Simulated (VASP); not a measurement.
Crystal: AlGa3Sb4.

```xyz
8
Lattice="0.0000 -3.0746 -3.0746 3.0746 6.1492 -3.0746 6.1492 -3.0746 3.0746" Properties=species:S:1:pos:R:3 pbc="T T T"
Ga    3.0746    0.0000   -3.0746
Ga    3.0746   -3.0746    0.0000
Ga    6.1492    0.0000    0.0000
Al    0.0000    0.0000    0.0000
Sb    7.6865   -1.5373   -1.5373
Sb    1.5373   -1.5373   -1.5373
Sb    4.6119    1.5373   -1.5373
Sb    4.6119   -1.5373    1.5373
```

The cell comes from a database or a generator and needn't be the stable form of this composition.

```yaml
Program: VASP 6.6.1
Task: relaxation of cell and atoms
Functional: PBEsol
Potentials_or_basis: VASP PAW PBE potentials, release 64 (Ga_d, Al, Sb)
Cutoff: 600 eV
k_mesh: 3 × 3 × 2
Occupations: gaussian, width 0.02 eV
Spin: no spin polarisation
```

At the start: pressure -0.5 GPa; volume 29.06 Å³/atom.

Task: How do energy, volume and symmetry change on relaxing?

Result: Over 17 steps the energy falls by 3.4 meV/atom and the volume is 28.82 Å³/atom (-0.9 %); space group Cm (No. 8, to 0.05 Å).

The path:
| step | energy change (eV) | largest force (eV/Å) | pressure (GPa) | volume (Å³) |
| --- | --- | --- | --- | --- |
| 1 | 0.0000 | 0.1116 | -0.46 | 232.51 |
| 2 | -0.0184 | 0.1378 | 0.16 | 229.72 |
| 3 | -0.0185 | 0.1437 | 0.22 | 229.48 |
| 4 | -0.0251 | 0.0601 | 0.09 | 230.03 |
| 5 | -0.0269 | 0.0255 | -0.01 | 230.49 |
| 6 | -0.0269 | 0.0280 | -0.02 | 230.50 |
| 7 | -0.0271 | 0.0213 | 0.01 | 230.43 |
| 8 | -0.0271 | 0.0211 | 0.02 | 230.43 |
| 9 | -0.0271 | 0.0073 | 0.00 | 230.53 |
| 10 | -0.0271 | 0.0082 | -0.01 | 230.56 |
| 11 | -0.0271 | 0.0070 | 0.00 | 230.55 |
| 12 | -0.0271 | 0.0076 | -0.01 | 230.56 |
| 13 | -0.0271 | 0.0064 | 0.00 | 230.52 |
| 14 | -0.0272 | 0.0062 | 0.01 | 230.50 |
| 15 | -0.0272 | 0.0064 | -0.01 | 230.55 |
| 16 | -0.0272 | 0.0062 | -0.01 | 230.56 |
| 17 | -0.0272 | 0.0038 | 0.00 | 230.53 |

Final structure:
```yaml
crystal:
  lattice:
    - [0.00000, -3.12375, -3.12375]
    - [3.02483, 6.15711, -3.03336]
    - [6.01998, -3.05367, 3.05367]
  atoms:
    - { symbol: Ga, position: [0.75027, 0.50055, 0.25184] }
    - { symbol: Ga, position: [0.50014, 0.00027, 0.50090] }
    - { symbol: Ga, position: [0.24980, 0.49959, 0.75031] }
    - { symbol: Al, position: [0.00019, 0.00039, 0.00126] }
    - { symbol: Sb, position: [0.81146, 0.62292, 0.93643] }
    - { symbol: Sb, position: [0.56267, 0.12534, 0.18753] }
    - { symbol: Sb, position: [0.31290, 0.62580, 0.43695] }
    - { symbol: Sb, position: [0.06257, 0.12513, 0.68478] }
```

Caveat: the k mesh is coarse (spacing up to 0.50 Å⁻¹), so the values aren't converged; the PAW data sets were made with another functional, which shifts forces and pressure a little.
